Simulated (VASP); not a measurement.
Energy against volume of Yb (fcc). Calculation: MS2 meta-GGA, VASP's PBE PAW potentials (set 64) (plane waves; VASP 6.6.1). Numerical set-up: 520 eV cut-off, 9×9×9 Γ-centred mesh, Gaussian smearing of 0.050 eV, potentials Yb_2.

The 4f electrons are frozen in the core of the lanthanide potential, so 4f levels, which can set the real gap, and their magnetism are missing.

```json
[
 {"V (Å³/atom)": "35.885", "E (eV/atom)": "14.58632"},
 {"V (Å³/atom)": "36.995", "E (eV/atom)": "14.58285"},
 {"V (Å³/atom)": "38.105", "E (eV/atom)": "14.58337"},
 {"V (Å³/atom)": "39.215", "E (eV/atom)": "14.58737"}
]
```

Problem. Fit these four points and predict the energy of the run at 34.775 Å³/atom.

Solution. A cubic in V^(−2/3), the third-order Birch-Murnaghan form, passes through the four points with V0 = 37.39 Å³/atom and B0 = 18 GPa, and gives 14.5944 eV/atom there. The run gave 14.5943 eV/atom, -0.1 meV/atom from the fit; all five points give B0 = 18 GPa.

The compound is Yb in the fcc structure. It was relaxed first, which changed the volume by -9 %.
